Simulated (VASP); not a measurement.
Consider the following.

```xyz
3
Lattice="0.0000 3.0895 3.0895 3.0895 0.0000 3.0895 3.0895 3.0895 0.0000" Properties=species:S:1:pos:R:3 pbc="T T T"
Mg     1.5447     1.5447     1.5447
Mg     4.6342     4.6342     4.6342
Sn     0.0000     0.0000     0.0000
```

These are PBEsol GGA, VASP's PBE PAW potentials (set 64) (plane waves; VASP) values and carry that method's errors. Settings: 500 eV cut-off, 9×9×9 Γ-centred mesh, first-order Methfessel-Paxton smearing of 0.10 eV, potentials Mg Sn_d.

Unless said otherwise, spin-orbit coupling is left out, though it shifts the bands of the heavy elements here.

Question: Predict the energy per atom (σ→0), pressure, band gap (on the k-mesh) with the smallest direct gap where there is one.

Answer: 
```
Item                                                         Value
------------------------  ----------------------------------------
band gap (on the k-mesh)  none (metal, semimetal or under 0.01 eV)
energy per atom (σ→0)                               -2.487 eV/atom
pressure                                                 19.84 GPa
```

Total energies compare only between runs with the same potentials, cut-off and functional.

The compound is Mg2Sn in the antifluorite structure. It was relaxed first under an external pressure of 20 GPa.
